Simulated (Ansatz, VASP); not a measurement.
# TaN in two plane-wave programs

Aim: how closely do two programs agree when they are given the same cell, functional and k mesh?

Calculated with Ansatz 0.2.0; plane waves, with VASP 6.6.1 beside it; relaxation of cell and atoms at PBEsol.

**1. The starting structure**

It takes space group Fm-3m (No. 225, cubic). The conventional cell has a = 4.358 Å, b = 4.358 Å, c = 4.358 Å, α = 90.00°, β = 90.00°, γ = 90.00°. Ta has 6 N at 2.18 Å nearest. Nearest to N lie 6 Ta at 2.18 Å. Farther neighbours and most contacts between anions are not listed.

As a file:

```cif
data_structure
_symmetry_space_group_name_H-M 'Fm-3m'
_symmetry_Int_Tables_number 225
_cell_length_a 4.3580
_cell_length_b 4.3580
_cell_length_c 4.3580
_cell_angle_alpha 90.000
_cell_angle_beta 90.000
_cell_angle_gamma 90.000
_cell_volume 82.77
loop_
_atom_site_label
_atom_site_type_symbol
_atom_site_symmetry_multiplicity
_atom_site_Wyckoff_symbol
_atom_site_fract_x
_atom_site_fract_y
_atom_site_fract_z
_atom_site_occupancy
Ta1 Ta 4 b 0.50000 0.00000 0.00000 1
N1 N 4 a 0.00000 0.00000 0.00000 1
```

**2. Ansatz: relaxation of cell and atoms, PBEsol**

Ansatz runs on its default PAW (the set named soft_2) files.

The relaxed volume is the usual yardstick between codes: its relative difference is about their pressure difference at one cell divided by the bulk modulus.

input.yaml

```yaml
crystal:
  lattice:
    - [0.0, 2.17900131, 2.17900131]
    - [2.17900131, 0.0, 2.17900131]
    - [2.17900131, 2.17900131, 0.0]
  atoms:
    - { symbol: Ta, position: [0.5, 0.5, 0.5] }
    - { symbol: "N", position: [0.0, 0.0, 0.0] }
hamiltonian:
  xc: pbesol
  pseudopotentials: { kind: paw }
kpoints:
  mp_grid: { grid: [8, 8, 8] }
scf:
  occupations: { method: gaussian, width: 0.05 }
relax:
  f_tol: 0.01
  max_steps: 60
  cell: { stress_tol: 0.05 }
output:
  forces: true
  stress: true
```

Run with:

```sh
$ ansatz run input.yaml --threads 4 --pin off --max-ram 9216MiB --backend cpu --events-out ev --progress --plain --runs-dir out
```

Numbers of over 12 decimals in the logs are rounded to 6 here.

What it wrote:

```text
Engine: ansatz 0.2.0, aarch64-unknown-linux-gnu
Pseudopotentials: kind: paw
Pseudopotential: Ta, paw, valence charge 13, recommended cutoff 420 eV (normal), Ta.paw.azcp
Pseudopotential: N, paw, valence charge 5, recommended cutoff 420 eV (normal), N.paw.azcp
Functional definition: PBEsol
  exchange = pbesol_x
  correlation = pbesol_c
Crystal: 2 atoms, lattice volume = 20.692 Å³
Basis set: ecut = 420 eV, 411 PW (Γ), exchange–correlation on 48×48×48 points (8 copies of the dense FFT grid, shifted against one another)
Bands: 13, of which v1, the nominal top of the filled ones, is band 9 counted from 1 (8 counted from 0)
Symmetry: 48 space group operations
Space group: Fm-3m (ITA 225), of the structure as read, at distance tolerance 2.7e-5 Å
k-points: 29 of 512
Non-local potential: Ta, projectors of the file, l = 0: 3, l = 1: 2, l = 2: 2, l = 3: 1
Non-local potential: N, projectors of the file, l = 0: 2, l = 1: 2, l = 2: 1
PAW form: soft (Blöchl's): semilocal exchange-correlation on the pseudo side does not see the compensation charge
PAW frozen core: Ta, regenerated for the run's functional, and the local potential with it (the file was generated under x = pbe(κ = 0.804, μ = 0.219515), c = pbe(β = 0.066725))
PAW frozen core: N, regenerated for the run's functional, and the local potential with it (the file was generated under x = pbe(κ = 0.804, μ = 0.219515), c = pbe(β = 0.066725))
PAW one-centre angular grid: Ta, 590 points (default); XC on 64 Gauss nodes
PAW one-centre angular grid: N, 110 points (default); XC on 64 Gauss nodes
Initial density: superposition of atomic densities (neutral atoms: chi_scale 0, normalization atom), corrected by the library's trained network
Initial wavefunctions: pseudopotential atomic-orbital guess
Functional: x = pbesol(κ = 0.804, μ = 0.123457), c = pbesol(β = 0.046)
SCF iter   1: F=—  HF=-10187.040577 eV  |F-HF|=—  |Δ(HF+E_count)|=         —  Δρ=1.43e-2  dr2=4.35e-2  ethr=1.77e-3  ⟨swp⟩=6.1  Hψ=4478  notcnv=0  defer=8
automatic band count: the SCF goes on with 17 bands, as 13 were too few: the levels above may hold too much charge
preconditioner: auto → none  [insulator: Δε(μ)=0.184 eV  Ē_g=15.795 eV  σ=0.050 eV  W_gap=0.58  n_scr=8 (ndim 8)  ℏωp=25.8 eV  f_vac=0.000  D(μ)=0.88/eV (n_scr^D=8)  ε∞_Penn≈3.7]
SCF iter   2: F=—  HF=-10187.031637 eV  |F-HF|=—  |Δ(HF+E_count)|=   8.94e-3  Δρ=5.82e-3  dr2=8.07e-3  ethr=2.41e-4  ⟨swp⟩=2.0  Hψ=797  notcnv=0  defer=53
SCF iter   3: F=—  HF=-10187.029717 eV  |F-HF|=—  |Δ(HF+E_count)|=   1.92e-3  Δρ=6.19e-4  dr2=5.05e-5  ethr=4.48e-5  ⟨swp⟩=2.3  Hψ=620  notcnv=0  defer=53
SCF iter   4: F=—  HF=-10187.029698 eV  |F-HF|=—  |Δ(HF+E_count)|=   1.93e-5  Δρ=8.41e-5  dr2=1.55e-6  ethr=2.80e-7  ⟨swp⟩=1.8  Hψ=501  notcnv=0  defer=53
iter 5 did not close the SCF: its close was put off for the readings that it lacked (scf_convergence_deferred on its scf_iter line)
SCF iter   5: F=-10187.029698 eV  HF=-10187.029698 eV  |F-HF|=9.11e-10  |Δ(HF+E_count)|=   2.88e-7  Δρ=8.52e-6  dr2=4.38e-9  ethr=8.62e-9  ⟨swp⟩=2.5  Hψ=606  notcnv=0  defer=53
SCF iter   6: F=-10187.029698 eV  HF=-10187.029698 eV  |F-HF|=2.18e-11  |Δ(HF+E_count)|=   2.49e-9  Δρ=6.96e-7  dr2=5.03e-11  ethr=2.44e-11  ⟨swp⟩=1.6  Hψ=1345  notcnv=0
SCF 1 converged in 6 iterations: F = -10187.029698 eV  dr2 = 5.03e-11
  greatest PAW one-centre occupation: 1.000 electrons in one spin orbital (limit 2), on the Ta atom at site 0 (counted from 0), in its partial waves of l = 0
relax step   1: F+E_penalty+E_count = -10187.02969793 eV  Δ(F+E_penalty+E_count) = +0.000e0 eV  max|allowed force component| = 2.136e-29 eV/Å  Δτ_max = 0.0000 Å  P = +4.619 GPa  Ω = 20.692 Å³  (6 SCF iters, dr2 threshold 1.00e-7 eV, accepted)
[...]
relax step   2: F+E_penalty+E_count = -10187.03166923 eV  Δ(F+E_penalty+E_count) = -1.971e-3 eV  max|allowed force component| = 1.249e-29 eV/Å  Δτ_max = 0.0000 Å  P = -1.716 GPa  Ω = 21.051 Å³  energy of the carried Pulay correction = -1.171e-3 eV  (6 SCF iters, dr2 threshold 2.00e-7 eV, accepted)
[...]
relax step   3: F+E_penalty+E_count = -10187.03252833 eV  Δ(F+E_penalty+E_count) = -8.591e-4 eV  max|allowed force component| = 4.759e-29 eV/Å  Δτ_max = 0.0000 Å  P = -0.035 GPa  Ω = 20.952 Å³  energy of the carried Pulay correction = -8.516e-4 eV  (6 SCF iters, dr2 threshold 2.00e-7 eV, accepted)
[...]
relax step   4: F+E_penalty+E_count = -10187.03366354 eV  Δ(F+E_penalty+E_count) = -1.135e-3 eV  max|allowed force component| = 5.838e-29 eV/Å  Δτ_max = 0.0000 Å  P = +0.041 GPa  Ω = 20.952 Å³  stress off target by 4.12e-2 GPa  SCF on the basis re-selected at this cell (its energy is not comparable with the rows above)  (8 SCF iters)
basis re-selected at this cell: Δ(F+E_penalty+E_count) = -1.135e-3 eV, ΔP = +0.076 GPa vs the last step (what re-selecting the basis moved, of the pressure what is left beyond the Pulay correction that the steps carried, after the strain that the cell walked since its last selection, with what the two solves' SCF thresholds leave and, on support functions, any second-order correction that the steps lacked; it is no m [...]
SCF converged after 8 iterations
Free energy (F): -10187.033664 eV
Harris-Foulkes:  -10187.033664 eV  (|F-HF|=5.46e-12)
Internal energy: -10187.032604 eV  (E = F + TS)
E sigma→0 (E₀):  -10187.033134 eV
Entropy (-TS):   -0.001060 eV (-0.530 meV/atom)
Fermi energy:    21.897484 eV
--- Per-component energies (eV) ---
  E_band       = -40.887048
  E_kinetic    = 501.704822
  E_local      = -574.945715  (includes V_loc(G=0)·N_el)
  E_nonlocal   = 62.962523
  E_hartree    = 193.476539
  E_xc         = -278.419061
  E_vxc        = -282.371816  (∫ρ·V_xc dr)
  E_paw        = -8395.617982  (= ΣΔE_a)
  E_vpaw       = -135.190181  (= ΣTr[D̂ρ^β])
  E_aug_tail   = 0.000240  (compensation charges beyond the density's cutoff)
  E_ewald      = -1696.435716
  E_core_change = 0.241745  (= ΣΔE_core)
  E_smearing   = -0.001060  (= −TS)
  E_closure    = 0.000000  (closes the sum)
  Σ components = -10187.033664   (vs F -10187.033664, Δ=0.00e0)
--- Forces (eV/Å), atoms counted from 1 ---
  atom   1  Ta    -0.00000000    -0.00000000    -0.00000000
  atom   2  N      0.00000000     0.00000000    -0.00000000
  max |Σ_I F_I| component: 1.02e-28 eV/Å
--- Stress (GPa, compression-positive) ---
        0.041211      -0.000000      -0.000000
       -0.000000       0.041211      -0.000000
       -0.000000       0.000000       0.041211
  P = ⅓ Tr σ = 0.0412 GPa (0.412 kbar)
--- Relaxed structure (3 steps of the walk, 3 accepted, 1 SCFs on fresh bases) ---
  F+E_penalty+E_count = -10187.03366354 eV   max|allowed force component| = 5.838e-29 eV/Å   (the final SCF, on the basis selected at the relaxed cell)
  cell:  # Å, volume = 20.9523 Å³
    - [0, 2.188100, 2.188100]
    - [2.188100, 0, 2.188100]
    - [2.188100, 2.188100, 0]
  atoms:
    - { symbol: Ta, position: [0.500000, 0.500000, 0.500000] }
    - { symbol: N, position: [0, 0, 0] }
```

Elapsed: 2 s, on 4 threads of Arm Neoverse N1, shared host; peak memory 0.29 GiB; 5.7 s of CPU time.

**3. VASP: relaxation of cell and atoms, PBEsol**

The same cell, functional, mesh and smearing now go to VASP, with its own data sets and cutoff.

Lines of VASP's logs that name or quote its potential files are left out, and so is its time.

INCAR

```
SYSTEM = TaN
PREC = Accurate
ENCUT = 520
EDIFF = 1E-06
NELM = 100
ISMEAR = 0
SIGMA = 0.05
LREAL = .FALSE.
ALGO = Normal
GGA = PS
NBANDS = 14
LASPH = .TRUE.
LWAVE = .FALSE.
LCHARG = .FALSE.
KPAR = 8
IBRION = 2
NSW = 60
ISIF = 3
EDIFFG = -0.01
```

POSCAR

```
TaN
1.0
    0.0000000000      2.1790013100      2.1790013100
    2.1790013100      0.0000000000      2.1790013100
    2.1790013100      2.1790013100      0.0000000000
Ta N
1 1
Direct
    0.5000000000      0.5000000000      0.5000000000
    0.0000000000      0.0000000000      0.0000000000
```

KPOINTS

```
Automatic mesh
0
Gamma
8 8 8
0 0 0
```

The projector-augmented-wave data sets are Ta_pv and N (PBE family, release 64).

Run with:

```sh
$ mpirun -np 8 vasp_std
```

What it wrote:

```text
[banner, memory and clock lines left out]
running    8 mpi-ranks, on    1 nodes
 distrk:  each k-point on    1 cores,    8 groups
 distr:  one band on    1 cores,    1 groups

 POSCAR found type information on POSCAR TaN
 POSCAR found :  2 types and       2 ions
|                                                                             |
|           W    W    AA    RRRRR   N    N  II  N    N   GGGG   !!!           |
|           W    W   A  A   R    R  NN   N  II  NN   N  G    G  !!!           |
|           W    W  A    A  R    R  N N  N  II  N N  N  G       !!!           |
|           W WW W  AAAAAA  RRRRR   N  N N  II  N  N N  G  GGG   !            |
|           WW  WW  A    A  R   R   N   NN  II  N   NN  G    G                |
|           W    W  A    A  R    R  N    N  II  N    N   GGGG   !!!           |
|                                                                             |
|     For optimal performance we recommend to set                             |
|       NCORE = 2 up to number-of-cores-per-socket                            |
|     NCORE specifies how many cores store one orbital (NPAR=cpu/NCORE).      |
|     This setting can greatly improve the performance of VASP for DFT.       |
|     The default, NCORE=1 might be grossly inefficient on modern             |
|     multi-core architectures or massively parallel machines. Do your        |
|     Unfortunately you need to use the default for GW and RPA                |
|     calculations (for HF NCORE is supported but not extensively tested      |
|     yet).                                                                   |
|                                                                             |

|                                                                             |
|               ----> ADVICE to this user running VASP <----                  |
|                                                                             |
|     You enforced a specific xc type in the INCAR file but a different       |
|     [... a line on the potential file left out ...]
|     I HOPE YOU KNOW WHAT YOU ARE DOING!                                     |
|                                                                             |

 LDA part: xc-table for (Slater+PW92), standard interpolation
 POSCAR, INCAR and KPOINTS ok, starting setup
 FFT: planning ... GRIDC
 FFT: planning ... GRID_SOFT
 FFT: planning ... GRID
 WAVECAR not read
 entering main loop
       N       E                     dE             d eps       ncg     rms          rms(c)
DAV:   1     0.881796935190E+02    0.88180E+02   -0.88404E+03   812   0.122E+03
DAV:   2    -0.231879502138E+02   -0.11137E+03   -0.10535E+03   980   0.317E+02
DAV:   3    -0.259379486766E+02   -0.27500E+01   -0.27183E+01   938   0.469E+01
DAV:   4    -0.259524608001E+02   -0.14512E-01   -0.14500E-01   956   0.338E+00
DAV:   5    -0.259525433449E+02   -0.82545E-04   -0.82544E-04   902   0.239E-01    0.258E+01
DAV:   6    -0.233033345591E+02    0.26492E+01   -0.59097E+00   920   0.271E+01    0.109E+01
DAV:   7    -0.232185526183E+02    0.84782E-01   -0.35862E-01  1022   0.569E+00    0.741E+00
DAV:   8    -0.231852845800E+02    0.33268E-01   -0.12879E-01   950   0.324E+00    0.150E+00
DAV:   9    -0.231808420772E+02    0.44425E-02   -0.13239E-02   884   0.980E-01    0.340E-01
DAV:  10    -0.231807079060E+02    0.13417E-03   -0.59602E-04  1076   0.308E-01    0.102E-01
DAV:  11    -0.231806729654E+02    0.34941E-04   -0.68238E-05   950   0.872E-02    0.201E-02
DAV:  12    -0.231806727354E+02    0.22995E-06   -0.43069E-06   992   0.202E-02
   1 F= -.23180673E+02 E0= -.23180124E+02  d E =-.231807E+02
 curvature:   0.00 expect dE= 0.000E+00 dE for cont linesearch  0.000E+00
 trial: gam= 0.00000 g(F)=  0.102E-59 g(S)=  0.390E-01 ort = 0.000E+00 (trialstep = 0.100E+01)
 search vector abs. value=  0.390E-01
 bond charge predicted
       N       E                     dE             d eps       ncg     rms          rms(c)
DAV:   1    -0.233434094755E+02   -0.16274E+00   -0.62279E+00   860   0.294E+01    0.482E+00
DAV:   2    -0.231934671206E+02    0.14994E+00   -0.18610E-01   938   0.429E+00    0.198E+00
DAV:   3    -0.231542655586E+02    0.39202E-01   -0.11102E-01   956   0.338E+00    0.336E-01
DAV:   4    -0.231544713113E+02   -0.20575E-03   -0.10663E-03   974   0.324E-01    0.194E-01
DAV:   5    -0.231546004775E+02   -0.12917E-03   -0.24512E-04  1088   0.150E-01    0.337E-02
DAV:   6    -0.231546045306E+02   -0.40530E-05   -0.13069E-05  1034   0.348E-02    0.111E-02
DAV:   7    -0.231546046139E+02   -0.83293E-07   -0.41343E-07   642   0.660E-03
   2 F= -.23154605E+02 E0= -.23154044E+02  d E =0.260681E-01
 trial-energy change:    0.026068  1 .order    0.024989   -0.038956    0.088934
 step:   0.2941(harm=  0.3046)  dis= 0.00000  next Energy=   -23.186374 (dE=-0.570E-02)
 bond charge predicted
       N       E                     dE             d eps       ncg     rms          rms(c)
DAV:   1    -0.232805275278E+02   -0.12592E+00   -0.30059E+00   848   0.199E+01    0.345E+00
DAV:   2    -0.232059777953E+02    0.74550E-01   -0.90396E-02   920   0.309E+00    0.140E+00
DAV:   3    -0.231860889771E+02    0.19889E-01   -0.52810E-02   980   0.244E+00    0.271E-01
DAV:   4    -0.231861998220E+02   -0.11084E-03   -0.61534E-04   940   0.238E-01    0.158E-01
DAV:   5    -0.231862755895E+02   -0.75767E-04   -0.13359E-04  1124   0.114E-01    0.210E-02
DAV:   6    -0.231862792557E+02   -0.36662E-05   -0.58018E-06   940   0.248E-02    0.803E-03
DAV:   7    -0.231862787538E+02    0.50192E-06   -0.15016E-07   688   0.452E-03
   3 F= -.23186279E+02 E0= -.23185726E+02  d E =-.560602E-02
 curvature:  -0.15 expect dE=-0.103E-05 dE for cont linesearch -0.103E-05
 trial: gam= 0.00000 g(F)=  0.471E-60 g(S)=  0.676E-05 ort =-0.513E-03 (trialstep = 0.859E+00)
 search vector abs. value=  0.676E-05
 reached required accuracy - stopping structural energy minimisation
```

Parts of OUTCAR (step 3):

```text
ion  position               nearest neighbor table
   1  0.500  0.500  0.500-   2 2.18   2 2.18   2 2.18   2 2.18   2 2.18   2 2.18
   2  0.000  0.000  0.000-   1 2.18   1 2.18   1 2.18   1 2.18   1 2.18   1 2.18

  LATTYP: Found a face centered cubic cell.
 ALAT       =     4.3580026200

 Subroutine GETGRP returns: Found 48 space group operations
 (whereof 48 operations were pure point group operations)

The static configuration has the point symmetry O_h .

 Found     29 irreducible k-points:

   k-points           NKPTS =     29   k-points in BZ     NKDIM =     29   number of bands    NBANDS=     14

   dimension x,y,z NGX =    24 NGY =   24 NGZ =   24
   dimension x,y,z NGXF=    48 NGYF=   48 NGZF=   48

   ENCUT  =  520.0 eV  38.22 Ry    6.18 a.u.   5.73  5.73  5.73*2*pi/ulx,y,z

   NELECT =      16.0000    total number of electrons

 k-points in reciprocal lattice and weights: Automatic mesh
   0.00000000  0.00000000  0.00000000       0.002
   0.12500000  0.00000000  0.00000000       0.016
   0.25000000  0.00000000  0.00000000       0.016
   0.37500000  0.00000000  0.00000000       0.016
   0.50000000  0.00000000  0.00000000       0.008
   0.12500000  0.12500000  0.00000000       0.012
   0.25000000  0.12500000  0.00000000       0.047
   0.37500000  0.12500000  0.00000000       0.047
   0.50000000  0.12500000  0.00000000       0.047
[...]
-0.37500000  0.50000000  0.12500000       0.023
  -0.25000000  0.50000000  0.25000000       0.012

 average (electrostatic) potential at core
       1 -34.4380       2 -61.2285

 E-fermi :   9.5280

 k-point     1 :       0.0000    0.0000    0.0000
  band No.  band energies     occupation
    ...
      8       7.3500      2.00000
      9       7.3500      2.00000
     10       7.3500      2.00000
     11       9.5421      0.69096
     12       9.5421      0.69096
     13      11.1549      0.00000
     14      18.8882      0.00000

 k-point     2 :       0.1250    0.0000    0.0000
  band No.  band energies     occupation
    ...
      6       4.6060      2.00000
      7       4.6060      2.00000
      8       7.8874      2.00000
      9       7.8874      2.00000
     10       7.9359      2.00000
     11      10.9271      0.00000
     12      10.9271      0.00000
     13      12.1884      0.00000
     14      20.0238      0.00000

 k-point     3 :       0.2500    0.0000    0.0000
  band No.  band energies     occupation
    ...
      6       3.1510      2.00000
      7       3.1510      2.00000
      8       8.7261      2.00000
      9       9.1015      2.00000
     10       9.1015      2.00000
     11      13.4890      0.00000
     12      13.4890      0.00000
     13      14.0001      0.00000
     14      21.8593      0.00000

  Total       -0.0096639     -0.0096639     -0.0096639      0.0000000      0.0000000      0.0000000
  in kB       -0.7367068     -0.7367068     -0.7367068      0.0000000      0.0000000      0.0000000
  external PRESSURE =      -0.7367068 kB  Pullay stress =       0.0000000 kB

  energy-cutoff  :      520.00
  volume of cell :       21.02
      direct lattice vectors                 reciprocal lattice vectors
    -0.000000000  2.190342832  2.190342832    -0.228274767  0.228274767  0.228274767
     2.190342832  0.000000000  2.190342832     0.228274767 -0.228274767  0.228274767
     2.190342832  2.190342832 -0.000000000     0.228274767  0.228274767 -0.228274767

 POSITION                                       TOTAL-FORCE (eV/Angst)
 -----------------------------------------------------------------------------------
      2.19034      2.19034      2.19034         0.000000      0.000000     -0.000000
      0.00000      0.00000     -0.00000        -0.000000     -0.000000      0.000000
 -----------------------------------------------------------------------------------
    total drift:                                0.000000     -0.000000     -0.000000

  FREE ENERGIE OF THE ION-ELECTRON SYSTEM (eV)
  ---------------------------------------------------
  free  energy   TOTEN  =       -23.1862787538 eV

  energy  without entropy=      -23.1851730387  energy(sigma->0) =      -23.18572590

 reached required accuracy - stopping structural energy minimisation

[... 3 further parts left out ...]
```

CONTCAR:

```
TaN
   1.00000000000000
    -0.0000000000000000    2.1903428317895681    2.1903428317895681
     2.1903428317895681    0.0000000000000000    2.1903428317895681
     2.1903428317895681    2.1903428317895681   -0.0000000000000000
  Ta              N
     1     1
Direct
     0.5000000000000000    0.5000000000000000    0.5000000000000000
     0.0000000000000000    0.0000000000000000    0.0000000000000000
```

**4. Differences**

Known differences besides the potentials themselves: both relaxations stop at a tolerance, which leaves soft axes loose, and VASP keeps its plane-wave basis; the data sets hold 18 valence electrons in Ansatz (default PAW (the set named soft_2) files) and 16 in VASP; the cutoff is 420 eV in Ansatz and 520 eV in VASP; Ansatz makes its cores anew for this functional, VASP keeps those of its PBE data sets; Ansatz adds a Pulay correction to the stress that steers its cell, VASP none. Total energies have different zeros and are not compared.

Both answers:

```
                                         quantity  Ansatz   VASP  difference
                                      volume (Å³)   20.95  21.02     -0.31 %
edge a after relaxation, in the typed setting (Å)   3.094  3.098     -0.10 %
```

The walks stopped with 0.04 GPa left in Ansatz and -0.07 GPa in VASP; each walk ends within a tolerance, so the volume difference is uncertain by about these residues over the bulk modulus, most in soft cells.

**5. Summary of results**

* difference in volume (relaxation of cell and atoms, PBEsol): -0.31 %

In words: The difference in volume is -0.31 % (relaxation of cell and atoms, PBEsol), within the 1.2 % picked in this series as the mark of a large difference, as far as the stopping tolerances let one tell. How closely two codes agree says nothing of how well the functional describes the real material.

[Lines on the potential files, build, host, timing and source positions are cut from VASP's logs without a mark.]

[Logs are printed without paths, hosts, clocks, repeated set-up lines and the standing remarks that a program may print on its own settings, such as how far it seeks lower states.]

[Hosts, paths, dates, database ids (printed as entryN), source tags and the programs' standing remarks are cut or masked in the printed files.]
